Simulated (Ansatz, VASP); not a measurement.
# Ge (Ge(110)): VASP beside Ansatz

Aim: how closely do two programs agree when they are given the same cell, functional and k mesh?

Program: Ansatz 0.2.0. Level of theory: plane waves, with VASP 6.6.1 beside it; band structure at PBE. Results are calculated unless marked as measured.

## 1. The structure

The cell holds 18 atoms: 18 Ge. Cell: a = 4.093 Å, b = 5.789 Å, c = 32.374 Å, α = 90.0°, β = 90.0°, γ = 90.0°. It derives from Ge. As first built, before any earlier steps moved the atoms: 9 layers, cut at this functional's lattice. Vacuum lies along c.

## 2. VASP: band structure, PBE

The same path points are solved in both programs, so levels can be compared one by one.

Lines of VASP's logs that name or quote its potential files are left out, and so is its time.

Input file INCAR:

```
SYSTEM = Ge
PREC = Normal
ENCUT = 320
EDIFF = 1E-06
NELM = 120
ISMEAR = 0
SIGMA = 0.03
LREAL = Auto
ALGO = Fast
GGA = PE
NBANDS = 54
LORBIT = 11
LWAVE = .FALSE.
LCHARG = .TRUE.
KPAR = 2
IDIPOL = 3
LDIPOL = .TRUE.
DIPOL = 0.5 0.5 0.5
LVHAR = .TRUE.
LVACPOTAV = .TRUE.
NEDOS = 1500
```

Input file POSCAR:

```
Ge
1.0
    4.0934265369      0.0000000000      0.0000000000
    0.0000000000      5.7889793250      0.0000000000
    0.0000000000      0.0000000000     32.3737061474
Ge
18
Direct
    0.7500000000      0.3806961372      0.7528346372
    0.2500000000      0.6193038628      0.7528346372
    0.2500000000      0.8721190299      0.6903786732
    0.7500000000      0.1278809701      0.6903786732
    0.7500000000      0.3741496321      0.6264428652
    0.2500000000      0.6258503679      0.6264428652
    0.2500000000      0.8746448528      0.5630404459
    0.7500000000      0.1253551472      0.5630404459
    0.7500000000      0.3754552848      0.5000000000
    0.2500000000      0.6245447152      0.5000000000
    0.2500000000      0.8746448528      0.4369595541
    0.7500000000      0.1253551472      0.4369595541
    0.7500000000      0.3741496321      0.3735571348
    0.2500000000      0.6258503679      0.3735571348
    0.2500000000      0.8721190299      0.3096213268
    0.7500000000      0.1278809701      0.3096213268
    0.7500000000      0.3806961372      0.2471653628
    0.2500000000      0.6193038628      0.2471653628
```

Input file KPOINTS:

```
Automatic mesh
0
Gamma
6 4 1
0 0 0
```

Input file KPOINTS_OPT:

```
Line mode
14
Line-mode
Reciprocal
  0.00000000   0.00000000   0.00000000 GAMMA
  0.50000000   0.00000000   0.00000000 X

  0.50000000   0.00000000   0.00000000 X
  0.50000000   0.50000000   0.00000000 S

  0.50000000   0.50000000   0.00000000 S
  0.00000000   0.50000000   0.00000000 Y

  0.00000000   0.50000000   0.00000000 Y
  0.00000000   0.00000000   0.00000000 GAMMA

  0.00000000   0.00000000   0.00000000 GAMMA
  0.50000000   0.50000000   0.00000000 S
```

The projector-augmented-wave data sets are Ge (PBE family, release 64).

Run with:

```bash
> mpirun -np 4 vasp_std
```

Numbers of over 12 decimals in the logs are rounded to 6 here.

The log of the run:

```text
[banner, memory and clock lines left out]
running    4 mpi-ranks, on    1 nodes
 distrk:  each k-point on    2 cores,    2 groups
 distr:  one band on    1 cores,    2 groups

 POSCAR found type information on POSCAR Ge
 POSCAR found :  1 types and      18 ions
 LDA part: xc-table for (Slater+PW92), standard interpolation
 POSCAR, INCAR and KPOINTS ok, starting setup
 FFT: planning ... GRIDC
 FFT: planning ... GRID_SOFT
 FFT: planning ... GRID
 WAVECAR not read
 entering main loop
       N       E                     dE             d eps       ncg     rms          rms(c)
DAV:   1     0.281104473518E+03    0.28110E+03   -0.18266E+04  1296   0.684E+02
DAV:   2    -0.448883320049E+02   -0.32599E+03   -0.31423E+03  1720   0.144E+02
DAV:   3    -0.768095773739E+02   -0.31921E+02   -0.31250E+02  1602   0.475E+01
DAV:   4    -0.778433001507E+02   -0.10337E+01   -0.10262E+01  1744   0.906E+00
DAV:   5    -0.778673105104E+02   -0.24010E-01   -0.23988E-01  1690   0.129E+00    0.794E+00
RMM:   6    -0.774197446553E+02    0.44757E+00   -0.28342E-01  1439   0.133E+00    0.479E+00
RMM:   7    -0.775584543610E+02   -0.13871E+00   -0.72569E-01  1669   0.200E+00    0.160E+00
RMM:   8    -0.771717062274E+02    0.38675E+00   -0.18139E-01  1588   0.100E+00    0.348E-01
RMM:   9    -0.771790698735E+02   -0.73636E-02   -0.35227E-02  1641   0.491E-01    0.158E-01
RMM:  10    -0.771784456352E+02    0.62424E-03   -0.57648E-03  1685   0.212E-01    0.674E-02
RMM:  11    -0.771788240310E+02   -0.37840E-03   -0.10390E-03  1585   0.103E-01    0.304E-02
RMM:  12    -0.771790202289E+02   -0.19620E-03   -0.71441E-04  1591   0.659E-02    0.159E-02
RMM:  13    -0.771792663513E+02   -0.24612E-03   -0.22836E-04  1650   0.337E-02    0.834E-03
RMM:  14    -0.771794477922E+02   -0.18144E-03   -0.90708E-05  1572   0.201E-02    0.449E-03
RMM:  15    -0.771795227979E+02   -0.75006E-04   -0.45321E-05  1545   0.129E-02    0.245E-03
RMM:  16    -0.771795681410E+02   -0.45343E-04   -0.76777E-06  1351   0.611E-03    0.152E-03
RMM:  17    -0.771796039423E+02   -0.35801E-04   -0.30584E-06  1191   0.312E-03    0.953E-04
RMM:  18    -0.771796340791E+02   -0.30137E-04   -0.25455E-06  1152   0.246E-03    0.537E-04
RMM:  19    -0.771796532601E+02   -0.19181E-04   -0.10564E-06  1003   0.167E-03    0.326E-04
RMM:  20    -0.771796593570E+02   -0.60969E-05   -0.45236E-07   719   0.989E-04    0.123E-04
RMM:  21    -0.771796611876E+02   -0.18306E-05   -0.13322E-07   552   0.769E-04    0.687E-05
RMM:  22    -0.771796615979E+02   -0.41026E-06   -0.47183E-08   471   0.691E-04
|                                                                             |
|           W    W    AA    RRRRR   N    N  II  N    N   GGGG   !!!           |
|           W    W   A  A   R    R  NN   N  II  NN   N  G    G  !!!           |
|           W    W  A    A  R    R  N N  N  II  N N  N  G       !!!           |
|           W WW W  AAAAAA  RRRRR   N  N N  II  N  N N  G  GGG   !            |
|           WW  WW  A    A  R   R   N   NN  II  N   NN  G    G                |
|           W    W  A    A  R    R  N    N  II  N    N   GGGG   !!!           |
|                                                                             |
|     Did not find any points to average over, which means that no vacuum     |
|     field-free region was found. Please increase the size of  your cell     |
|     in the dimension of the dipole correction to obtain accurate            |
|     workfunction values.                                                    |
|                                                                             |

   1 F= -.77179662E+02 E0= -.77176469E+02  d E =-.638450E-02
 Start KPOINTS_OPT (optional k-point list driver)
k-point batch [1-12\70]
       N       E                     dE             ncg
DAV:   1    -0.428365782630E+03   -0.71484E+04     1296
DAV:   2    -0.429242590319E+04   -0.38641E+04     1696
DAV:   3    -0.467304032870E+04   -0.38061E+03     1552
DAV:   4    -0.468599141835E+04   -0.12951E+02     1824
DAV:   5    -0.468627000153E+04   -0.27858E+00     1650
DAV:   6    -0.468628097717E+04   -0.10976E-01     1824
DAV:   7    -0.468628131538E+04   -0.33821E-03     1674
DAV:   8    -0.468628133150E+04   -0.16117E-04     1696
DAV:   9    -0.468628133241E+04   -0.90787E-06     1186
[...]
k-point batch [61-70\70]
       N       E                     dE             ncg
DAV:   1    -0.331244025750E+03   -0.12243E+05     1080
DAV:   2    -0.347521274082E+04   -0.31440E+04     1490
DAV:   3    -0.376448049059E+04   -0.28927E+03     1312
DAV:   4    -0.377273206942E+04   -0.82516E+01     1488
DAV:   5    -0.377292066084E+04   -0.18859E+00     1396
DAV:   6    -0.377292806018E+04   -0.73993E-02     1496
DAV:   7    -0.377292838045E+04   -0.32027E-03     1412
DAV:   8    -0.377292839847E+04   -0.18021E-04     1472
DAV:   9    -0.377292839913E+04   -0.65790E-06      986
```

Parts of OUTCAR (step 2):

```text
ion  position               nearest neighbor table
   1  0.750  0.381  0.753-   2 2.47   2 2.47   4 2.50
   2  0.250  0.619  0.753-   1 2.47   1 2.47   3 2.50
   3  0.250  0.872  0.690-   2 2.50   6 2.51   4 2.53   4 2.53
   4  0.750  0.128  0.690-   1 2.50   5 2.51   3 2.53   3 2.53
   5  0.750  0.374  0.626-   8 2.51   6 2.51   6 2.51   4 2.51
   6  0.250  0.626  0.626-   7 2.51   5 2.51   5 2.51   3 2.51
   7  0.250  0.875  0.563-  10 2.50   6 2.51   8 2.51   8 2.51
   8  0.750  0.125  0.563-   9 2.50   5 2.51   7 2.51   7 2.51
   9  0.750  0.375  0.500-   8 2.50  12 2.50  10 2.50  10 2.50
  10  0.250  0.625  0.500-   7 2.50  11 2.50   9 2.50   9 2.50
  11  0.250  0.875  0.437-  10 2.50  14 2.51  12 2.51  12 2.51
  12  0.750  0.125  0.437-   9 2.50  13 2.51  11 2.51  11 2.51
  13  0.750  0.374  0.374-  12 2.51  14 2.51  14 2.51  16 2.51
  14  0.250  0.626  0.374-  11 2.51  13 2.51  13 2.51  15 2.51
  15  0.250  0.872  0.310-  18 2.50  14 2.51  16 2.53  16 2.53
  16  0.750  0.128  0.310-  17 2.50  13 2.51  15 2.53  15 2.53
  17  0.750  0.381  0.247-  18 2.47  18 2.47  16 2.50
  18  0.250  0.619  0.247-  17 2.47  17 2.47  15 2.50

  LATTYP: Found a simple orthorhombic cell.
 ALAT       =     4.0934265369
 B/A-ratio  =     1.4142135624
 C/A-ratio  =     7.9087057886

 Subroutine GETGRP returns: Found  8 space group operations
 (whereof  4 operations were pure point group operations)

The static configuration has the point symmetry C_2h.
 The point group associated with its full space group is D_2h.

 Found     12 irreducible k-points:

   k-points           NKPTS =     12   k-points in BZ     NKDIM =     12   number of bands    NBANDS=     54

   dimension x,y,z NGX =    18 NGY =   28 NGZ =  144
   dimension x,y,z NGXF=    36 NGYF=   56 NGZF=  288

   ENCUT  =  320.0 eV  23.52 Ry    4.85 a.u.   5.97  8.44 47.22*2*pi/ulx,y,z

   NELECT =      72.0000    total number of electrons

 k-points in reciprocal lattice and weights: Automatic mesh
   0.00000000  0.00000000  0.00000000       0.042
   0.16666667  0.00000000  0.00000000       0.083
   0.33333333  0.00000000  0.00000000       0.083
   0.50000000  0.00000000  0.00000000       0.042
   0.00000000  0.25000000  0.00000000       0.083
   0.16666667  0.25000000  0.00000000       0.167
   0.33333333  0.25000000  0.00000000       0.167
   0.50000000  0.25000000  0.00000000       0.083
   0.00000000  0.50000000  0.00000000       0.042
   0.16666667  0.50000000  0.00000000       0.083
   0.33333333  0.50000000  0.00000000       0.083
   0.50000000  0.50000000  0.00000000       0.042

 dipolmoment           0.000000      0.000000      0.000000 electrons x Angstroem

 average (electrostatic) potential at core
       1 -36.6877       2 -36.6877       3 -36.9296       4 -36.9296       5 -36.9626
       6 -36.9626       7 -36.9404       8 -36.9404       9 -36.9596      10 -36.9596
      11 -36.9404      12 -36.9404      13 -36.9626      14 -36.9626      15 -36.9296
      16 -36.9296      17 -36.6877      18 -36.6877

 E-fermi :  -0.3705

 k-point     1 :       0.0000    0.0000    0.0000
  band No.  band energies     occupation
    ...
     29      -1.5147      2.00000
     30      -1.3445      2.00000
     31      -1.0721      2.00000
     32      -1.0368      2.00000
     33      -0.6289      2.00000
     34      -0.3349      0.09267
     35      -0.2214      0.00000
     36      -0.1349      0.00000
     37       0.0415      0.00000
     38       0.3443      0.00000
    ...

 k-point     2 :       0.1667    0.0000    0.0000
  band No.  band energies     occupation
    ...
     32      -1.6308      2.00000
     33      -1.3138      2.00000
     34      -1.1829      2.00000
     35      -0.4579      1.99996
     36      -0.4088      1.92847
     37      -0.0801      0.00000
     38       0.4755      0.00000
     39       1.4179      0.00000
     40       1.5126      0.00000
     41       1.5732      0.00000
    ...

 k-point     3 :       0.3333    0.0000    0.0000
  band No.  band energies     occupation
    ...
     32      -2.3911      2.00000
     33      -2.1862      2.00000
     34      -1.5538      2.00000
     35      -0.7894      2.00000
     36      -0.7209      2.00000
     37      -0.1175      0.00000
     38       0.1519      0.00000
     39       0.7651      0.00000
     40       0.8889      0.00000
     41       1.4507      0.00000
    ...

  Total        0.3488403     -0.6014496      1.1263614     -0.0000000      0.0000000      0.0000000
  in kB        0.7285440     -1.2561121      2.3523770     -0.0000000      0.0000000      0.0000000
  external PRESSURE =       0.6082697 kB  Pullay stress =       0.0000000 kB

  energy-cutoff  :      320.00
  volume of cell :      767.15
      direct lattice vectors                 reciprocal lattice vectors
     4.093426537  0.000000000  0.000000000     0.244294112  0.000000000  0.000000000
     0.000000000  5.788979325  0.000000000     0.000000000  0.172742023  0.000000000
     0.000000000  0.000000000 32.373706147     0.000000000  0.000000000  0.030889265

 POSITION                                       TOTAL-FORCE (eV/Angst)
 -----------------------------------------------------------------------------------
      3.07007      2.20384     24.37205         0.000000     -0.005111      0.015366
      1.02336      3.58514     24.37205         0.000000      0.005111      0.015366
      1.02336      5.04868     22.35012         0.000000      0.002134      0.007585
      3.07007      0.74030     22.35012         0.000000     -0.002134      0.007585
      3.07007      2.16594     20.28028        -0.000000     -0.000945      0.026106
      1.02336      3.62303     20.28028         0.000000      0.000945      0.026106
      1.02336      5.06330     18.22771        -0.000000     -0.006017      0.001143
      3.07007      0.72568     18.22771        -0.000000      0.006017      0.001143
      3.07007      2.17350     16.18685         0.000000      0.007168      0.000000
      1.02336      3.61548     16.18685         0.000000     -0.007168      0.000000
      1.02336      5.06330     14.14600         0.000000     -0.006017     -0.001143
      3.07007      0.72568     14.14600        -0.000000      0.006017     -0.001143
      3.07007      2.16594     12.09343         0.000000     -0.000945     -0.026106
      1.02336      3.62303     12.09343        -0.000000      0.000945     -0.026106
      1.02336      5.04868     10.02359         0.000000      0.002134     -0.007585
      3.07007      0.74030     10.02359         0.000000     -0.002134     -0.007585
      3.07007      2.20384      8.00166         0.000000     -0.005111     -0.015366
      1.02336      3.58514      8.00166        -0.000000      0.005111     -0.015366
 -----------------------------------------------------------------------------------
    total drift:                                0.000000      0.000000      0.000000

  FREE ENERGIE OF THE ION-ELECTRON SYSTEM (eV)
  ---------------------------------------------------
  free  energy   TOTEN  =       -77.1796615979 eV

  energy  without entropy=      -77.1732770980  energy(sigma->0) =      -77.17646935

 vacuum level on the upper side and lower side of the slab         4.379         4.379

 total charge
# of ion       s       p       d       tot
------------------------------------------
    1        1.194   1.083   0.041   2.318
    2        1.194   1.083   0.041   2.318
    3        1.164   1.141   0.053   2.359
    4        1.164   1.141   0.053   2.359
    5        1.154   1.167   0.052   2.373
    6        1.154   1.167   0.052   2.373
    7        1.146   1.186   0.052   2.383
    8        1.146   1.186   0.052   2.383
    9        1.143   1.189   0.053   2.385
   10        1.143   1.189   0.053   2.385
   11        1.146   1.186   0.052   2.383
   12        1.146   1.186   0.052   2.383
   13        1.154   1.167   0.052   2.373
   14        1.154   1.167   0.052   2.373
   15        1.164   1.141   0.053   2.359
   16        1.164   1.141   0.053   2.359
   17        1.194   1.083   0.041   2.318
   18        1.194   1.083   0.041   2.318
--------------------------------------------------
tot         20.915  20.687   0.900  42.502

[... 3 further parts left out ...]
```

The data set Ge keeps the semicore shell frozen, which is cheaper and a little less accurate.

(Continued in part 2 of 2.)

[Lines on the potential files, build, host, timing and source positions are cut from VASP's logs without a mark.]

[Logs are printed without paths, hosts, clocks, repeated set-up lines and the standing remarks that a program may print on its own settings, such as how far it seeks lower states.]

[Hosts, paths, dates, database ids (printed as entryN), source tags and the programs' standing remarks are cut or masked in the printed files.]
